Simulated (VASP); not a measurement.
**What spin-orbit coupling changes in ZnSe (Stilleite)**

What does spin-orbit coupling change in ZnSe (Stilleite), and what does it cost? All runs use r2SCAN. The start is a cell from a database of measured crystal structures.

Main program and level: VASP 6.6.1; r2SCAN; plane waves and PAW (Zn, Se), in the first sound run; inputs show where later runs differ.

## 1. Set-up

It takes space group F-43m (No. 216, cubic). The conventional cell has a = 5.668 Å, b = 5.668 Å, c = 5.668 Å, α = 90.00°, β = 90.00°, γ = 90.00°. Zn has 4 Se at 2.45 Å nearest. Nearest to Se lie 4 Zn at 2.45 Å. Farther neighbours and most contacts between anions are not listed.

Structure file:

```xyz
2
Lattice="0.0000 2.8338 2.8338 2.8338 0.0000 2.8338 2.8338 2.8338 0.0000" Properties=species:S:1:pos:R:3 pbc="T T T"
Zn    0.0000    0.0000    0.0000
Se    1.4169    1.4169    1.4169
```

## 2. Reference run

A single point writes out density, ELF and potential. r2SCAN adds the kinetic-energy density, costs more than a GGA and is run with LASPH.

Input file INCAR:

```
SYSTEM = ZnSe
PREC = Accurate
ENCUT = 400
EDIFF = 1E-06
NELM = 100
ISMEAR = -1
SIGMA = 0.05
LREAL = .FALSE.
ALGO = Normal
METAGGA = R2SCAN
LASPH = .TRUE.
NBANDS = 15
LORBIT = 11
LWAVE = .FALSE.
LCHARG = .TRUE.
ISIF = 2
LELF = .TRUE.
LVHAR = .TRUE.
```

Input file POSCAR:

```
ZnSe
1.0
    0.0000000000      2.8338000000      2.8338000000
    2.8338000000      0.0000000000      2.8338000000
    2.8338000000      2.8338000000      0.0000000000
Zn Se
1 1
Direct
    0.0000000000      0.0000000000      0.0000000000
    0.2500000000      0.2500000000      0.2500000000
```

Input file KPOINTS:

```
Automatic mesh
0
Gamma
6 6 6
0 0 0
```

Potentials, in the order of the species: Zn and Se (PBE family, release 64).

The run is started by

```bash
mpirun -np 2 vasp_std
```

Output:

```text
[banner, memory and clock lines left out]
running    2 mpi-ranks, on    1 nodes
 distrk:  each k-point on    2 cores,    1 groups
 distr:  one band on    1 cores,    2 groups

 POSCAR found type information on POSCAR ZnSe
 POSCAR found :  2 types and       2 ions
|                                                                             |
|               ----> ADVICE to this user running VASP <----                  |
|                                                                             |
|     You enforced a specific xc type in the INCAR file but a different       |
|     [... a line on the potential file left out ...]
|     I HOPE YOU KNOW WHAT YOU ARE DOING!                                     |
|                                                                             |

 LDA part: xc-table for (None), standard interpolation
|                                                                             |
|           W    W    AA    RRRRR   N    N  II  N    N   GGGG   !!!           |
|           W    W   A  A   R    R  NN   N  II  NN   N  G    G  !!!           |
|           W    W  A    A  R    R  N N  N  II  N N  N  G       !!!           |
|           W WW W  AAAAAA  RRRRR   N  N N  II  N  N N  G  GGG   !            |
|           WW  WW  A    A  R   R   N   NN  II  N   NN  G    G                |
|           W    W  A    A  R    R  N    N  II  N    N   GGGG   !!!           |
|                                                                             |
|     The number of bands has been changed from the values supplied in        |
|     The orbitals not found in the WAVECAR file will be initialized with     |
|     random numbers, which is usually adequate. For correlated               |
|     calculations, however, you should redo the groundstate calculation.     |
|     I found NBANDS = 15. Now, NBANDS = 16.                                  |
|                                                                             |

 POSCAR, INCAR and KPOINTS ok, starting setup
 FFT: planning ... GRIDC
 FFT: planning ... GRID_SOFT
 FFT: planning ... GRID
 WAVECAR not read
 entering main loop
       N       E                     dE             d eps       ncg     rms          rms(c)
DAV:   1     0.596020439733E+02    0.59602E+02   -0.76210E+03   512   0.111E+03
DAV:   2    -0.228021573014E+02   -0.82404E+02   -0.78061E+02   576   0.232E+02
DAV:   3    -0.276471357199E+02   -0.48450E+01   -0.48296E+01   624   0.592E+01
DAV:   4    -0.276792321916E+02   -0.32096E-01   -0.32093E-01   616   0.520E+00
DAV:   5    -0.276793660233E+02   -0.13383E-03   -0.13383E-03   648   0.296E-01    0.503E+00
DAV:   6    -0.249121816954E+02    0.27672E+01   -0.13125E+00   528   0.318E+01    0.469E+00
DAV:   7    -0.248826543330E+02    0.29527E-01   -0.30397E-01   656   0.856E+00    0.222E+00
DAV:   8    -0.248965143371E+02   -0.13860E-01   -0.33529E-02   648   0.167E+00    0.544E-01
DAV:   9    -0.248983444337E+02   -0.18301E-02   -0.41811E-03   672   0.144E+00    0.879E-02
DAV:  10    -0.248984767980E+02   -0.13236E-03   -0.93408E-04   624   0.387E-01    0.559E-02
DAV:  11    -0.248984482701E+02    0.28528E-04   -0.39011E-04   688   0.437E-01    0.450E-02
DAV:  12    -0.248984346536E+02    0.13616E-04   -0.11962E-04   632   0.263E-01    0.781E-03
DAV:  13    -0.248984423738E+02   -0.77202E-05   -0.12271E-05   680   0.650E-02    0.501E-03
DAV:  14    -0.248984409388E+02    0.14351E-05   -0.28826E-06   416   0.307E-02    0.953E-04
DAV:  15    -0.248984418004E+02   -0.86162E-06   -0.13395E-07   256   0.600E-03
   1 F= -.24898442E+02 E0= -.24898442E+02  d E =-.263843E-09
```

The job ended after 18 s (2 MPI ranks of Intel Xeon 6975P-C (Granite Rapids), shared host; peak memory 0.26 GiB).

Lines that name or quote the potential files are left out of all logs, and their timing lines are given in words.

Parts of OUTCAR (step 2):

```text
ion  position               nearest neighbor table
   1  0.000  0.000  0.000-   2 2.45   2 2.45   2 2.45   2 2.45
   2  0.250  0.250  0.250-   1 2.45   1 2.45   1 2.45   1 2.45

  LATTYP: Found a face centered cubic cell.
 ALAT       =     5.6676000000

 Subroutine GETGRP returns: Found 24 space group operations
 (whereof 24 operations were pure point group operations)

The static configuration has the point symmetry T_d .

 Found     16 irreducible k-points:

   k-points           NKPTS =     16   k-points in BZ     NKDIM =     16   number of bands    NBANDS=     16

   dimension x,y,z NGX =    28 NGY =   28 NGZ =   28
   dimension x,y,z NGXF=    56 NGYF=   56 NGZF=   56

   ENCUT  =  400.0 eV  29.40 Ry    5.42 a.u.   6.54  6.54  6.54*2*pi/ulx,y,z

   NELECT =      18.0000    total number of electrons

 k-points in reciprocal lattice and weights: Automatic mesh
   0.00000000  0.00000000  0.00000000       0.005
   0.16666667  0.00000000  0.00000000       0.037
   0.33333333  0.00000000  0.00000000       0.037
   0.50000000  0.00000000  0.00000000       0.019
   0.16666667  0.16666667  0.00000000       0.028
   0.33333333  0.16666667  0.00000000       0.111
   0.50000000  0.16666667  0.00000000       0.111
  -0.33333333  0.16666667  0.00000000       0.111
  -0.16666667  0.16666667  0.00000000       0.056
[...]
-0.33333333  0.33333333  0.16666667       0.111
  -0.33333333  0.50000000  0.16666667       0.056

 average (electrostatic) potential at core
       1 -42.6549       2 -60.4114

 E-fermi :   2.2514

 k-point     1 :       0.0000    0.0000    0.0000
  band No.  band energies     occupation
    ...
      5      -4.9843      2.00000
      6      -4.9843      2.00000
      7       1.3010      2.00000
      8       1.3010      2.00000
      9       1.3010      2.00000
     10       3.1654      0.00000
     11       7.6140      0.00000
     12       7.6142      0.00000
     13       7.6142      0.00000
     14      11.8869      0.00000
    ...

 k-point     2 :       0.1667    0.0000    0.0000
  band No.  band energies     occupation
    ...
      5      -4.9855      2.00000
      6      -4.9855      2.00000
      7      -0.5533      2.00000
      8       1.0461      2.00000
      9       1.0461      2.00000
     10       4.3717      0.00000
     11       7.6737      0.00000
     12       8.0264      0.00000
     13       8.0266      0.00000
     14      12.3131      0.00000
    ...

 k-point     3 :       0.3333    0.0000    0.0000
  band No.  band energies     occupation
    ...
      5      -4.9777      2.00000
      6      -4.9776      2.00000
      7      -2.7850      2.00000
      8       0.6103      2.00000
      9       0.6103      2.00000
     10       4.4974      0.00000
     11       8.2791      0.00000
     12       8.2793      0.00000
     13       9.4144      0.00000
     14      12.3330      0.00000
    ...

  Total       -0.0833032     -0.0833032     -0.0833032     -0.0000000     -0.0000000      0.0000000
  in kB       -2.9324782     -2.9324782     -2.9324782     -0.0000000     -0.0000000      0.0000000
  external PRESSURE =      -2.9324782 kB  Pullay stress =       0.0000000 kB

  energy-cutoff  :      400.00
  volume of cell :       45.51
      direct lattice vectors                 reciprocal lattice vectors
     0.000000000  2.833800000  2.833800000    -0.176441527  0.176441527  0.176441527
     2.833800000  0.000000000  2.833800000     0.176441527 -0.176441527  0.176441527
     2.833800000  2.833800000  0.000000000     0.176441527  0.176441527 -0.176441527

 POSITION                                       TOTAL-FORCE (eV/Angst)
 -----------------------------------------------------------------------------------
      0.00000      0.00000      0.00000         0.000000      0.000000      0.000000
      1.41690      1.41690      1.41690        -0.000000     -0.000000     -0.000000
 -----------------------------------------------------------------------------------
    total drift:                                0.000005      0.000005      0.000006

  FREE ENERGIE OF THE ION-ELECTRON SYSTEM (eV)
  ---------------------------------------------------
  free  energy   TOTEN  =       -24.8984418004 eV

  energy  without entropy=      -24.8984418001  energy(sigma->0) =      -24.89844180

 total charge
# of ion       s       p       d       tot
------------------------------------------
    1        0.511   0.443   9.802  10.756
    2        1.430   2.485   0.030   3.944
--------------------------------------------------
tot          1.940   2.928   9.832  14.700

[... 3 further parts left out ...]
```

The gap is read on the k-mesh alone, so it is an upper bound where the band edges lie off the mesh. The PAW data sets were made with PBE, which is usual practice but a small mismatch for other functionals.

This step gave:

| Quantity | Value |
| --- | --- |
| SCF cycles | 15 |
| electrons | 18 |
| bands | 16 |
| irreducible k-points | 16 |
| symmetry operations | 24 |
| free energy (TOTEN) | -24.90 eV |
| Fermi energy | 2.251 eV |
| pressure | -0.2932 GPa |
| metallic | no |
| valence top at k | 0, 0, 0 |
| conduction bottom at k | 0, 0, 0 |
| least direct gap at k | 0, 0, 0 |
| gap on the k-mesh | 1.864 eV |
| least direct gap on the k-mesh | 1.864 eV |

Electrostatic potential energy in the ac plane of a cell with a along [110], b along [-110] and c along [001] of the cube at fractional y = 0.000, with atoms of Zn and Se within 0.2 Å of it. With pseudopotentials it is smooth inside the atoms' cores, unlike the true potential.

Values in eV, 8 rows by 16 columns, each cell a mean:
```
 -9  -9  -3 -10 -13  -4  -7  -9  -9  -9  -3 -10 -13  -4  -7  -9
 -3  -2 -19 -40 -36 -32  -3  -2  -3  -2 -19 -40 -36 -32  -3  -2
  3   2 -14 -39 -38 -25   0   3   3   2 -14 -39 -38 -25   0   3
  4   4   2  -3  -4   0   3   4   4   4   2  -3  -4   0   3   4
  4   4   4   3   3   4   4   4   4   4   4   3   3   4   4   4
  3   3   4   4   4   4   3   3   3   3   4   4   4   4   3   3
 -6  -2   2   3   4   3   0  -5  -6  -2   2   3   4   3   0  -5
 -8 -10  -1   3   3   1  -8  -9  -8 -10  -1   3   3   1  -8  -9
```
Columns run along a (8.0 Å; values clipped at the 3rd and 97th percentile), rows up along c (5.7 Å), edges of the conventional cell, whose origin can differ from the input's. Atoms in or near the plane, at fractional coordinates: Zn at (0.50, 0.00), Zn at (0.00, 0.00), Se at (0.75, 0.75), Se at (0.25, 0.75).

ELF in the ac plane of a cell with a along [110], b along [-110] and c along [001] of the cube at fractional y = 0.000, with atoms of Zn and Se within 0.2 Å of it. It is the smooth field of the valence electrons, not physical close to the nuclei.

Ten even steps from '_' (0.01) to '@' (0.87), each cell a mean:
```
____::++%%%%%%**--..______::++%%%%%%**--..__
..::==%%@@@@@@@@**::....::==%%@@@@@@@@**::..
..--##@@@@##%%@@@@==::..--##@@@@##%%@@@@==::
..==%%@@%%++**@@@@**::..==%%@@%%++**@@@@**::
__--##@@%%##%%@@%%++..__--##@@%%##%%@@%%++..
__::++%%@@@@@@@@##--____::++%%@@@@@@@@##--__
____--**%%%%%%##==..______--**%%%%%%##==..__
______::==++++--..__________::==++++--..____
________......________________......________
____________________________________________
..____________________..____________________
......____________..........____________....
........________..............________......
__..::..............____..::..............__
____..::==++==--::..______..::==++==--::..__
```
Columns run along a (8.0 Å), rows up along c (5.7 Å), edges of the conventional cell, whose origin can differ from the input's. Atoms in or near the plane, at fractional coordinates: Zn at (0.50, 0.00), Zn at (0.00, 0.00), Se at (0.75, 0.75), Se at (0.25, 0.75).

Valence density in the ac plane of a cell with a along [110], b along [-110] and c along [001] of the cube at fractional y = 0.000, with atoms of Zn and Se within 0.2 Å of it. It is the smooth field of the valence electrons, not physical close to the nuclei.

Values in e/Å³, 8 rows by 16 columns, each cell a mean:
```
 7  1  0  1  1  0  1  5  7  1  0  1  1  0  1  5
 0  0  1  1  0  1  0  0  0  0  1  1  0  1  0  0
 0  0  1  1  1  1  0  0  0  0  1  1  1  1  0  0
 0  0  0  0  0  0  0  0  0  0  0  0  0  0  0  0
 0  0  0  0  0  0  0  0  0  0  0  0  0  0  0  0
 0  0  0  0  0  0  0  0  0  0  0  0  0  0  0  0
 1  0  0  0  0  0  0  0  1  0  0  0  0  0  0  0
11  2  0  0  0  0  1  8 11  2  0  0  0  0  1  8
```
Columns run along a (8.0 Å), rows up along c (5.7 Å), edges of the conventional cell, whose origin can differ from the input's. Atoms in or near the plane, at fractional coordinates: Zn at (0.50, 0.00), Zn at (0.00, 0.00), Se at (0.75, 0.75), Se at (0.25, 0.75).

The pressure is -0.29 GPa and the largest force 0.000 eV/Å.

(Continued in part 2 of 4.)

[Lines on the potential files, build, host, timing and source positions are cut from VASP's logs without a mark.]

[Logs are printed without paths, hosts, clocks, repeated set-up lines and the standing remarks that a program may print on its own settings, such as how far it seeks lower states.]

[Hosts, paths, dates, database ids (printed as entryN), source tags and the programs' standing remarks are cut or masked in the printed files.]

[A measured line is paired with the nearest computed mode of its activity, which favours agreement.]
